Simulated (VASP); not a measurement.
```
CELL_PARAMETERS angstrom
      0.00000     2.68873     2.68873
      2.68873     0.00000     2.68873
      2.68873     2.68873     0.00000
ATOMIC_POSITIONS crystal
  Al 0.00000 0.00000 0.00000
  P  0.25000 0.25000 0.25000
```

Method: rev-vdW-DF2, VASP's PBE PAW potentials (set 64) (plane waves; VASP). Numerical set-up: 520 eV cut-off, 8×8×8 Γ-centred mesh, Gaussian smearing of 0.050 eV, potentials Al P.

The job: AlP (zinc blende), 2 atoms, rev-vdW-DF2, static run, 520 eV, 8×8×8 Γ-centred mesh. Roughly how much core time does it take on a busy server core?

About 20 core-seconds (one run on a shared machine, a rough figure). It had 29 irreducible k-points, 8 bands, up to 1058 plane waves and 14 electronic steps.

The compound is AlP in the zinc blende structure. This cell is one point of a volume scan, at 0.94 of the reference volume.
